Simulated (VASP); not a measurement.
Data:

```
Fe
1.0
   -1.43620     1.43620     1.43620
    1.43620    -1.43620     1.43620
    1.43620     1.43620    -1.43620
Fe
1
Direct
  0.00000   0.00000   0.00000
```
Starting moments (μB, in the order of the record's atoms Fe): 2.6.

The numbers are results of SCAN meta-GGA, VASP's PBE PAW potentials (set 64) (plane waves; VASP 6.6.1), not measurements. Settings: 520 eV cut-off, 18×18×18 Γ-centred mesh, first-order Methfessel-Paxton smearing of 0.10 eV, potentials Fe.

**Question.** Give the stress tensor in GPa (positive for a compressed cell).

**Answer.** 
```
-5.88   0.00   0.00
 0.00  -5.88   0.00
 0.00   0.00  -5.88
```
The pressure is its mean diagonal, -5.88 GPa.

The compound is Fe in the bcc structure. This cell is one point of a volume scan, at 1.03 of the reference volume.
